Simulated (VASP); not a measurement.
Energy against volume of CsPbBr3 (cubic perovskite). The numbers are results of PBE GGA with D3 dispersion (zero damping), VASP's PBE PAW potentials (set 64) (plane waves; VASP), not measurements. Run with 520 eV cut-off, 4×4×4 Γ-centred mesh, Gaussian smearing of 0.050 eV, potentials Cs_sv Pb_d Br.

```csv
V (Å³/atom),E (eV/atom)
39.200,-3.39492
40.451,-3.40487
41.702,-3.40826
42.953,-3.40614
```

**Question.** Fit these four points and predict the energy of the run at 44.204 Å³/atom.

**Answer.** A cubic in V^(−2/3), the third-order Birch-Murnaghan form, passes through the four points with V0 = 41.81 Å³/atom and B0 = 23 GPa, and gives -3.3994 eV/atom there. The run gave -3.3994 eV/atom, -0.0 meV/atom from the fit; all five points give B0 = 23 GPa.

The compound is CsPbBr3 in the cubic perovskite structure, the ideal cubic form; the compound distorts at low or room temperature. It was relaxed first.
